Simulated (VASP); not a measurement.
Given:

```
NiSi2
1.0
    4.21795     0.00000     0.00000
   -2.10897     3.65285     0.00000
    0.00000     0.00000     2.47889
Ni Si
1 2
Direct
  0.00000   0.00000   0.00000
  0.33333   0.66667   0.50000
  0.66667   0.33333   0.50000
```

Computed with r2SCAN meta-GGA, VASP's PBE PAW potentials (set 64) (plane waves; VASP). Settings: 400 eV cut-off, 9×9×14 Γ-centred mesh, tetrahedra with Blöchl corrections, potentials Ni Si.

Problem. Predict the energy per atom (σ→0), band gap (over mesh and band path) with the smallest direct gap where there is one.

Solution. 
```yaml
band gap (over mesh and band path): none (metal, semimetal or under 0.01 eV)
energy per atom (σ→0): -9.463 eV/atom
```

Total energies compare only between runs with the same potentials, cut-off and functional.

The structure was generated: Si2Ni was put into the AlB2 type (P6/mmm), which need not be its known phase. It was relaxed first, which changed the volume by -48 %. The run is not spin-polarised, so no magnetic state was tried.
